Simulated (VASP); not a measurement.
An input for Quantum ESPRESSO's pw.x (written as the equivalent of a VASP run, and not itself run):

```
&CONTROL
  calculation = 'scf'
  pseudo_dir = './pseudo'
  outdir = './out'
  tprnfor = .true.
  tstress = .true.
/
&SYSTEM
  ibrav = 0
  nat = 4
  ntyp = 2
  ecutwfc = 82
  occupations = 'smearing'
  smearing = 'methfessel-paxton'
  degauss = 0.00735
  input_dft = 'pbe'
/
&ELECTRONS
  conv_thr = 7.3e-08
  electron_maxstep = 100
/
ATOMIC_SPECIES
  Sn 118.710 Sn.upf
  Nb 92.906 Nb.upf
CELL_PARAMETERS angstrom
     0.0000000    3.5491460    3.5491460
     3.5491460    0.0000000    3.5491460
     3.5491460    3.5491460    0.0000000
ATOMIC_POSITIONS crystal
  Sn   0.0000000  0.0000000  0.0000000
  Nb   0.5000000  0.5000000  0.5000000
  Nb   0.2500000  0.2500000  0.2500000
  Nb   0.7500000  0.7500000  0.7500000
K_POINTS automatic
  7 7 7 0 0 0
```

Write the VASP files for the same calculation (PBE).

Several could match; the one computed here: 
**INCAR**
```
! general
SYSTEM =Nb3Sn
PREC   =Accurate
ENCUT  =400
LREAL  =.FALSE.
LASPH  =.TRUE.

! electronic loop
EDIFF  =1E-6
NELM   =100
ALGO   =Normal
LMAXMIX=4

! smearing
ISMEAR =1
SIGMA  =0.1

! functional
GGA    =PE

! ions
ISIF   =2

! output
LWAVE  =.FALSE.
LCHARG =.FALSE.
```

POSCAR:
```
Nb3Sn
1
    0.0000000000     3.5491460000     3.5491460000
    3.5491460000     0.0000000000     3.5491460000
    3.5491460000     3.5491460000     0.0000000000
Sn Nb
1 3
Direct
  0.0000000000   0.0000000000   0.0000000000
  0.5000000000   0.5000000000   0.5000000000
  0.2500000000   0.2500000000   0.2500000000
  0.7500000000   0.7500000000   0.7500000000
```

**KPOINTS**
```
K-points
0
Gamma
 7 7 7
```

POTCAR, in this order: Sn_d Nb_sv (PBE.64 set). Program: vasp_std.

The two are equivalent in intent, not identical: the potentials are each code's own (VASP's PAW set, PseudoDojo norm-conserving files in pw.x), so ENCUT and ecutwfc are chosen apart and not converted; conv_thr bounds pw.x's estimated SCF error, while EDIFF bounds the energy change between steps.

The structure was generated: Nb3Sn was put into the D03 type (Fm-3m), which need not be its known phase. The cell was not relaxed at this level.
